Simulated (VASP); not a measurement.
# Mesh, vacuum, cutoff and functional for Ir(110), part 4 of 5

Wanted: the error that each setting leaves in the work function or ionisation potential of Ir(110).

VASP 6.6.1, plane waves and PAW; the level of theory is named at each step.

So far, highest filled level below the vacuum (eV): step 2 (the base run) 5.06; step 3 (another mesh, mesh points along a 2, k-mesh 2×3×1) 5.04; step 11 (a lower cutoff, ENCUT 210) 5.07.

## (12) A lower cutoff, ENCUT 280

Level of this step: PBE; plane waves and PAW (Ir) (VASP).

Contents of INCAR:

```
SYSTEM = Ir
PREC = Normal
ENCUT = 280
EDIFF = 1E-06
NELM = 120
ISMEAR = 1
SIGMA = 0.1
LREAL = .FALSE.
ALGO = Normal
GGA = PE
NBANDS = 39
LORBIT = 11
LWAVE = .FALSE.
LCHARG = .FALSE.
KPAR = 4
IDIPOL = 3
LDIPOL = .TRUE.
DIPOL = 0.5 0.5 0.5
LVHAR = .TRUE.
LVACPOTAV = .TRUE.
```

Contents of POSCAR:

```
Ir
1.0
    3.8400000000      0.0000000000      0.0000000000
    0.0000000000      2.7152900398      0.0000000000
    0.0000000000      0.0000000000     26.1458701193
Ir
7
Direct
    0.0000000000      0.0000000000      0.3442226233
    0.5000000000      0.5000000000      0.3961484155
    0.0000000000      0.0000000000      0.4480742078
    0.5000000000      0.5000000000      0.5000000000
    0.0000000000      0.0000000000      0.5519257922
    0.5000000000      0.5000000000      0.6038515845
    0.0000000000      0.0000000000      0.6557773767
```

Contents of KPOINTS:

```
Automatic mesh
0
Gamma
7 9 1
0 0 0
```

The projector-augmented-wave data sets are Ir (PBE family, release 64).

Launch:

```sh
mpirun -np 4 vasp_std
```

The log of the run:

```text
[... set-up lines as in an earlier step ...]
 entering main loop
       N       E                     dE             d eps       ncg     rms          rms(c)
DAV:   1     0.421423257733E+03    0.42142E+03   -0.18900E+04  1576   0.851E+02
DAV:   2    -0.246761328951E+02   -0.44610E+03   -0.41340E+03  1789   0.357E+02
DAV:   3    -0.599076629434E+02   -0.35232E+02   -0.32316E+02  2080   0.902E+01
DAV:   4    -0.617789662154E+02   -0.18713E+01   -0.17933E+01  2142   0.209E+01
[...]
DAV:  25    -0.580209357267E+02   -0.12270E-04   -0.15594E-06  1083   0.556E-03    0.716E-03
DAV:  26    -0.580209386361E+02   -0.29095E-05   -0.13642E-06  1143   0.102E-02    0.218E-03
DAV:  27    -0.580209390732E+02   -0.43711E-06   -0.28658E-07   815   0.556E-03
 [... a notice as in an earlier step ...]

   1 F= -.58020939E+02 E0= -.58022326E+02  d E =0.416027E-02
```

Elapsed: 27 s, on 4 MPI ranks of AMD EPYC 7R43, shared host; peak memory 0.65 GiB; 1.7 min of CPU time.

From OUTCAR (step 12):

```text
  Total       -2.4515363     -2.7192929     -3.4866735      0.0000000      0.0000000      0.0000000
  in kB      -14.4078227    -15.9814440    -20.4913849      0.0000000      0.0000000      0.0000000
  external PRESSURE =     -16.9602172 kB  Pullay stress =       0.0000000 kB

 POSITION                                       TOTAL-FORCE (eV/Angst)
 -----------------------------------------------------------------------------------
      0.00000      0.00000      9.00000         0.000000      0.000000      1.092358
      1.92000      1.35765     10.35765         0.000000      0.000000     -0.964400
      0.00000      0.00000     11.71529         0.000000      0.000000     -0.233997
      1.92000      1.35765     13.07294         0.000000      0.000000      0.000000
      0.00000      0.00000     14.43058         0.000000      0.000000      0.233997
      1.92000      1.35765     15.78823         0.000000      0.000000      0.964400
      0.00000      0.00000     17.14587        -0.000000     -0.000000     -1.092358
 -----------------------------------------------------------------------------------
    total drift:                                0.000000      0.000000      0.000000

  FREE ENERGIE OF THE ION-ELECTRON SYSTEM (eV)
  ---------------------------------------------------
  free  energy   TOTEN  =       -58.0209390732 eV

  energy  without entropy=      -58.0250993413  energy(sigma->0) =      -58.02232583

[... 1 part as in an earlier step ...]

[... 2 further parts left out ...]
[key lines of the parts left out:]
E-fermi :   0.5012
```

This step gave:

- electronic cycles: 27
- free energy (TOTEN): -58.0209 eV
- energy at zero smearing: -58.0223 eV
- Fermi energy: 0.5012 eV
- vacuum levels: 5.56, 5.56 eV
- highest filled level below the vacuum: 5.059 eV

Against the base run its depth below the vacuum changes by -0.00 eV and the energy by -3.0 meV an atom.

## (13) Another smearing width, SIGMA 0.02

The width trades sharpness at the Fermi level against the mesh needed.

INCAR: that of step 12 with these lines changed.

```diff
@@ -2,3 +2,3 @@
 PREC = Normal
-ENCUT = 280
+ENCUT = 350
 EDIFF = 1E-06
@@ -6,3 +6,3 @@
 ISMEAR = 1
-SIGMA = 0.1
+SIGMA = 0.02
 LREAL = .FALSE.
```

POSCAR is that of step 12.

KPOINTS is that of step 12.

Launch:

```sh
mpirun -np 4 vasp_std
```

The log of the run:

```text
[... set-up lines as in an earlier step ...]
 entering main loop
       N       E                     dE             d eps       ncg     rms          rms(c)
DAV:   1     0.488331802800E+03    0.48833E+03   -0.20958E+04  1568   0.101E+03
DAV:   2    -0.149064277099E+02   -0.50324E+03   -0.46794E+03  1695   0.379E+02
DAV:   3    -0.591783821452E+02   -0.44272E+02   -0.40201E+02  2130   0.993E+01
DAV:   4    -0.617164232203E+02   -0.25380E+01   -0.23891E+01  2031   0.245E+01
[...]
DAV:  26    -0.580014254904E+02   -0.43198E-05   -0.52856E-07   983   0.350E-03    0.181E-03
DAV:  27    -0.580014275376E+02   -0.20471E-05   -0.27394E-07   979   0.437E-03    0.217E-03
DAV:  28    -0.580014283658E+02   -0.82827E-06   -0.13097E-07   808   0.379E-03
 [... a notice as in an earlier step ...]

   1 F= -.58001428E+02 E0= -.58001381E+02  d E =-.140797E-03
```

Elapsed: 37 s, on 4 MPI ranks; peak memory 0.77 GiB.

From OUTCAR (step 13):

```text
  Total       -2.0820904     -2.4270593     -2.9952848      0.0000000      0.0000000      0.0000000
  in kB      -12.2365677    -14.2639701    -17.6034650      0.0000000      0.0000000      0.0000000
  external PRESSURE =     -14.7013342 kB  Pullay stress =       0.0000000 kB

 POSITION                                       TOTAL-FORCE (eV/Angst)
 -----------------------------------------------------------------------------------
      0.00000      0.00000      9.00000        -0.000000     -0.000000      1.066272
      1.92000      1.35765     10.35765        -0.000000      0.000000     -0.969295
      0.00000      0.00000     11.71529        -0.000000     -0.000000     -0.232728
      1.92000      1.35765     13.07294        -0.000000     -0.000000      0.000000
      0.00000      0.00000     14.43058        -0.000000     -0.000000      0.232728
      1.92000      1.35765     15.78823        -0.000000     -0.000000      0.969295
      0.00000      0.00000     17.14587         0.000000     -0.000000     -1.066272
 -----------------------------------------------------------------------------------
    total drift:                                0.000000     -0.000000     -0.000000

  FREE ENERGIE OF THE ION-ELECTRON SYSTEM (eV)
  ---------------------------------------------------
  free  energy   TOTEN  =       -58.0014283658 eV

  energy  without entropy=      -58.0012875692  energy(sigma->0) =      -58.00138143

[... 2 parts as in an earlier step ...]

[... 1 further part left out ...]
[key lines of the parts left out:]
E-fermi :   0.5000
```

Numbers from this step:

```
electronic cycles   : 28
free energy (TOTEN) : -58.0014 eV
Fermi energy        : 0.5 eV
vacuum levels       : 5.559, 5.559 eV
```

Against the base run its depth below the vacuum changes by -0.00 eV and the energy by +0.0 meV an atom.

## (14) Another smearing width, SIGMA 0.4

INCAR: that of step 13 with these lines changed.

```diff
@@ -6,3 +6,3 @@
 ISMEAR = 1
-SIGMA = 0.02
+SIGMA = 0.4
 LREAL = .FALSE.
```

POSCAR is that of step 13.

KPOINTS is that of step 13.

Launch:

```sh
mpirun -np 4 vasp_std
```

The log of the run:

```text
[... set-up lines as in an earlier step ...]
 entering main loop
       N       E                     dE             d eps       ncg     rms          rms(c)
DAV:   1     0.488337365740E+03    0.48834E+03   -0.20958E+04  1568   0.101E+03
DAV:   2    -0.148992364626E+02   -0.50324E+03   -0.46791E+03  1695   0.378E+02
DAV:   3    -0.591829187586E+02   -0.44284E+02   -0.40288E+02  2130   0.993E+01
DAV:   4    -0.617080009935E+02   -0.25251E+01   -0.23901E+01  2031   0.245E+01
[...]
DAV:  26    -0.579863083994E+02   -0.20963E-05   -0.53001E-07  1052   0.544E-03    0.810E-04
DAV:  27    -0.579863099484E+02   -0.15490E-05   -0.27745E-07   937   0.316E-03    0.112E-03
DAV:  28    -0.579863107232E+02   -0.77483E-06   -0.12288E-07   822   0.264E-03
 [... a notice as in an earlier step ...]

   1 F= -.57986311E+02 E0= -.57994456E+02  d E =0.244346E-01
```

Elapsed: 38 s, on 4 MPI ranks; peak memory 0.77 GiB.

Parts of OUTCAR (step 14):

```text
  Total       -1.8515393     -2.4836777     -3.2313759      0.0000000      0.0000000      0.0000000
  in kB      -10.8816050    -14.5967197    -18.9909859      0.0000000      0.0000000      0.0000000
  external PRESSURE =     -14.8231036 kB  Pullay stress =       0.0000000 kB

 POSITION                                       TOTAL-FORCE (eV/Angst)
 -----------------------------------------------------------------------------------
      0.00000      0.00000      9.00000         0.000000     -0.000000      1.111009
      1.92000      1.35765     10.35765         0.000000      0.000000     -1.045017
      0.00000      0.00000     11.71529         0.000000      0.000000     -0.130378
      1.92000      1.35765     13.07294         0.000000      0.000000      0.000000
      0.00000      0.00000     14.43058         0.000000      0.000000      0.130378
      1.92000      1.35765     15.78823         0.000000      0.000000      1.045017
      0.00000      0.00000     17.14587        -0.000000      0.000000     -1.111009
 -----------------------------------------------------------------------------------
    total drift:                                0.000000     -0.000000     -0.000000

  FREE ENERGIE OF THE ION-ELECTRON SYSTEM (eV)
  ---------------------------------------------------
  free  energy   TOTEN  =       -57.9863107232 eV

  energy  without entropy=      -58.0107453316  energy(sigma->0) =      -57.99445559

[... 2 parts as in an earlier step ...]

[... 1 further part left out ...]
[key lines of the parts left out:]
E-fermi :   0.5405
```

Numbers from this step:

```yaml
free_energy_toten: -57.9863 eV
energy_at_zero_smearing: -57.9945 eV
fermi_energy: 0.5405 eV
vacuum_levels: 5.553, 5.553 eV
work_functions_of_the_upper_and_lower_face: 5.013, 5.013 eV
highest_filled_level_below_the_vacuum: 5.013 eV
```

Against the base run its depth below the vacuum changes by -0.05 eV and the energy by +1.0 meV an atom.

## (15) Another level, functional LDA, disp none

This step: LDA; plane waves and PAW (Ir) (VASP 6.6.1).

Beside the numerical settings stands the choice of exchange and correlation.

INCAR: that of step 14 with these lines changed.

```diff
@@ -6,6 +6,6 @@
 ISMEAR = 1
-SIGMA = 0.4
+SIGMA = 0.1
 LREAL = .FALSE.
 ALGO = Normal
-GGA = PE
+GGA = CA
 NBANDS = 39
```

POSCAR is that of step 14.

KPOINTS is that of step 14.

Launch:

```sh
mpirun -np 4 vasp_std
```

The log of the run:

```text
[banner, memory and clock lines left out]
running    4 mpi-ranks, on    1 nodes
 distrk:  each k-point on    1 cores,    4 groups
 distr:  one band on    1 cores,    1 groups

 POSCAR found type information on POSCAR Ir
 POSCAR found :  1 types and       7 ions
|                                                                             |
|               ----> ADVICE to this user running VASP <----                  |
|                                                                             |
|     You enforced a specific xc type in the INCAR file but a different       |
|     [... a line on the potential file left out ...]
|     I HOPE YOU KNOW WHAT YOU ARE DOING!                                     |
|                                                                             |

 LDA part: xc-table for (Slater(with rela. corr.)+CA(PZ))
 , standard interpolation
 POSCAR, INCAR and KPOINTS ok, starting setup
 FFT: planning ... GRIDC
 FFT: planning ... GRID_SOFT
 FFT: planning ... GRID
 WAVECAR not read
 entering main loop
       N       E                     dE             d eps       ncg     rms          rms(c)
DAV:   1     0.482803961850E+03    0.48280E+03   -0.20962E+04  1568   0.101E+03
DAV:   2    -0.258242414081E+02   -0.50863E+03   -0.47297E+03  1702   0.381E+02
DAV:   3    -0.699278322127E+02   -0.44104E+02   -0.40162E+02  2130   0.999E+01
DAV:   4    -0.724016519663E+02   -0.24738E+01   -0.23372E+01  2039   0.243E+01
DAV:   5    -0.725142411593E+02   -0.11259E+00   -0.10747E+00  2300   0.385E+00    0.381E+01
DAV:   6    -0.691771133239E+02    0.33371E+01   -0.13249E+01  2277   0.284E+01    0.190E+01
DAV:   7    -0.973087838025E+02   -0.28132E+02   -0.11161E+02  2725   0.100E+02    0.419E+01
DAV:   8    -0.744649238067E+02    0.22844E+02   -0.28420E+01  2614   0.474E+01    0.206E+01
DAV:   9    -0.690233744129E+02    0.54415E+01   -0.20455E+01  2503   0.440E+01    0.104E+01
DAV:  10    -0.675759329091E+02    0.14474E+01   -0.60426E+00  2509   0.199E+01    0.210E+00
DAV:  11    -0.676128301505E+02   -0.36897E-01   -0.65795E-01  2090   0.621E+00    0.194E+00
DAV:  12    -0.675908986428E+02    0.21932E-01   -0.84744E-02  2285   0.330E+00    0.135E+00
DAV:  13    -0.675897981386E+02    0.11005E-02   -0.97992E-03  2199   0.680E-01    0.106E+00
DAV:  14    -0.675908996892E+02   -0.11016E-02   -0.44328E-03  2343   0.543E-01    0.884E-01
DAV:  15    -0.675886090362E+02    0.22907E-02   -0.13941E-03  2360   0.397E-01    0.600E-01
DAV:  16    -0.675863200381E+02    0.22890E-02   -0.20686E-03  2484   0.384E-01    0.307E-01
DAV:  17    -0.675860368438E+02    0.28319E-03   -0.29820E-04  2144   0.110E-01    0.240E-01
DAV:  18    -0.675856799549E+02    0.35689E-03   -0.44227E-04  2547   0.178E-01    0.844E-02
DAV:  19    -0.675856687494E+02    0.11205E-04   -0.35329E-04  2366   0.138E-01    0.337E-02
DAV:  20    -0.675857119897E+02   -0.43240E-04   -0.17826E-05  1703   0.312E-02    0.248E-02
DAV:  21    -0.675857329186E+02   -0.20929E-04   -0.57200E-06  1527   0.214E-02    0.132E-02
DAV:  22    -0.675857680918E+02   -0.35173E-04   -0.72907E-06  1571   0.138E-02    0.638E-03
DAV:  23    -0.675857762958E+02   -0.82040E-05   -0.10510E-06  1178   0.753E-03    0.398E-03
DAV:  24    -0.675857848487E+02   -0.85529E-05   -0.75312E-07  1000   0.573E-03    0.228E-03
DAV:  25    -0.675857889941E+02   -0.41454E-05   -0.51261E-07   998   0.352E-03    0.167E-03
DAV:  26    -0.675857900805E+02   -0.10864E-05   -0.13036E-07   843   0.185E-03    0.805E-04
DAV:  27    -0.675857910509E+02   -0.97040E-06   -0.57827E-08   822   0.168E-03
 [... a notice as in an earlier step ...]

   1 F= -.67585791E+02 E0= -.67587262E+02  d E =0.441363E-02
```

The job ended after 36 s (4 MPI ranks; peak memory 0.72 GiB).

OUTCAR, selected parts (step 15):

```text
   NELECT =      63.0000    total number of electrons

 E-fermi :   0.1823

 k-point     1 :       0.0000    0.0000    0.0000
  band No.  band energies     occupation
    ...
     28      -0.9217      2.00000
     29      -0.7816      2.00000
     30      -0.6401      2.00000
     31      -0.4759      2.00000
     32      -0.3613      2.00000
     33       0.3137     -0.06877
     34       0.4478     -0.00113
     35       0.7040     -0.00000
     36       0.7260     -0.00000
     37       0.9576     -0.00000
    ...

  Total      -10.4197979    -11.3119437    -10.2889237     -0.0000000      0.0000000      0.0000000
  in kB      -61.2377642    -66.4809580    -60.4686090     -0.0000000      0.0000000      0.0000000
  external PRESSURE =     -62.7291104 kB  Pullay stress =       0.0000000 kB

 POSITION                                       TOTAL-FORCE (eV/Angst)
 -----------------------------------------------------------------------------------
      0.00000      0.00000      9.00000         0.000000      0.000000      1.862899
      1.92000      1.35765     10.35765         0.000000     -0.000000     -0.806058
      0.00000      0.00000     11.71529         0.000000      0.000000     -0.241467
      1.92000      1.35765     13.07294         0.000000      0.000000      0.000000
      0.00000      0.00000     14.43058         0.000000      0.000000      0.241467
      1.92000      1.35765     15.78823         0.000000      0.000000      0.806058
      0.00000      0.00000     17.14587         0.000000      0.000000     -1.862899
 -----------------------------------------------------------------------------------
    total drift:                                0.000000     -0.000000     -0.000000

  FREE ENERGIE OF THE ION-ELECTRON SYSTEM (eV)
  ---------------------------------------------------
  free  energy   TOTEN  =       -67.5857910509 eV

  energy  without entropy=      -67.5902046849  energy(sigma->0) =      -67.58726226

 vacuum level on the upper side and lower side of the slab         5.596         5.596

[... 9 parts as in an earlier step ...]

[... 9 further parts left out ...]
```

The PAW data sets were made with PBE, though LDA sets exist; this is a small mismatch.

Numbers from this step:

```yaml
electronic_cycles: 27
free_energy_toten: -67.5858 eV
energy_at_zero_smearing: -67.5873 eV
fermi_energy: 0.1823 eV
vacuum_levels: 5.596, 5.596 eV
work_functions_of_the_upper_and_lower_face: 5.414, 5.414 eV
highest_filled_level_below_the_vacuum: 5.414 eV
```

Force by atom:

| atom | x (eV/Å) | y (eV/Å) | z (eV/Å) | size |
| --- | --- | --- | --- | --- |
| Ir1 | 0.00 | 0.00 | 1.86 | 1.86 |
| Ir2 | 0.00 | 0.00 | -0.81 | 0.81 |
| Ir3 | 0.00 | 0.00 | -0.24 | 0.24 |
| Ir4 | 0.00 | 0.00 | 0.00 | 0.00 |
| Ir5 | 0.00 | 0.00 | 0.24 | 0.24 |
| Ir6 | 0.00 | 0.00 | 0.81 | 0.81 |
| Ir7 | 0.00 | 0.00 | -1.86 | 1.86 |

Against the base run its depth below the vacuum changes by +0.35 eV.

## (16) Another level, functional PBEsol, disp none

This step: PBEsol; plane waves and PAW (Ir) (VASP 6.6.1).

INCAR: that of step 15 with these lines changed.

```diff
@@ -9,3 +9,3 @@
 ALGO = Normal
-GGA = CA
+GGA = PS
 NBANDS = 39
```

POSCAR is that of step 15.

KPOINTS is that of step 15.

Launch:

```sh
mpirun -np 4 vasp_std
```

The log of the run:

```text
[banner, memory and clock lines left out]
running    4 mpi-ranks, on    1 nodes
[...]
[... a notice as in an earlier step ...]

 LDA part: xc-table for (Slater+PW92), standard interpolation
 POSCAR, INCAR and KPOINTS ok, starting setup
[...]
entering main loop
       N       E                     dE             d eps       ncg     rms          rms(c)
DAV:   1     0.484295750040E+03    0.48430E+03   -0.20978E+04  1568   0.101E+03
DAV:   2    -0.222088023566E+02   -0.50650E+03   -0.47092E+03  1702   0.379E+02
DAV:   3    -0.659568639748E+02   -0.43748E+02   -0.39856E+02  2138   0.994E+01
DAV:   4    -0.683824558004E+02   -0.24256E+01   -0.22804E+01  2037   0.240E+01
[...]
DAV:  25    -0.640911358681E+02   -0.11678E-04   -0.14693E-06  1072   0.822E-03    0.393E-03
DAV:  26    -0.640911370280E+02   -0.11599E-05   -0.45000E-07  1037   0.600E-03    0.173E-03
DAV:  27    -0.640911378569E+02   -0.82889E-06   -0.13405E-07   822   0.252E-03
 [... a notice as in an earlier step ...]

   1 F= -.64091138E+02 E0= -.64092322E+02  d E =0.355296E-02
```

Run time: 38 s. Hardware: 4 MPI ranks; peak memory 0.77 GiB.

Parts of OUTCAR (step 16):

```text
  Total       -8.5961668     -9.2500678     -8.7993303     -0.0000000      0.0000000      0.0000000
  in kB      -50.5201772    -54.3631919    -51.7141812     -0.0000000      0.0000000      0.0000000
  external PRESSURE =     -52.1991834 kB  Pullay stress =       0.0000000 kB

 POSITION                                       TOTAL-FORCE (eV/Angst)
 -----------------------------------------------------------------------------------
      0.00000      0.00000      9.00000         0.000000      0.000000      1.683619
      1.92000      1.35765     10.35765         0.000000      0.000000     -0.820489
      0.00000      0.00000     11.71529         0.000000     -0.000000     -0.236562
      1.92000      1.35765     13.07294         0.000000      0.000000      0.000000
      0.00000      0.00000     14.43058         0.000000      0.000000      0.236562
      1.92000      1.35765     15.78823         0.000000      0.000000      0.820489
      0.00000      0.00000     17.14587         0.000000      0.000000     -1.683619
 -----------------------------------------------------------------------------------
    total drift:                                0.000000      0.000000     -0.000000

  FREE ENERGIE OF THE ION-ELECTRON SYSTEM (eV)
  ---------------------------------------------------
  free  energy   TOTEN  =       -64.0911378569 eV

  energy  without entropy=      -64.0946908140  energy(sigma->0) =      -64.09232218

[... 2 parts as in an earlier step ...]

[... 1 further part left out ...]
[key lines of the parts left out:]
E-fermi :   0.3671
```

The PAW data sets were made with PBE, which is usual practice but a small mismatch for other functionals.

Against the base run its depth below the vacuum changes by +0.11 eV.

(Part 4 of 5 ends here.)

[Lines on the potential files, build, host, timing and source positions are cut from VASP's logs without a mark.]

[Logs are printed without paths, hosts, clocks, repeated set-up lines and the standing remarks that a program may print on its own settings, such as how far it seeks lower states.]

[Hosts, paths, dates, database ids (printed as entryN), source tags and the programs' standing remarks are cut or masked in the printed files.]

[In band tables of VASP the shares of atoms and orbitals are scaled to a sum of 1 inside the atoms' spheres.]

[Runs that stopped without an error message from VASP are left out.]
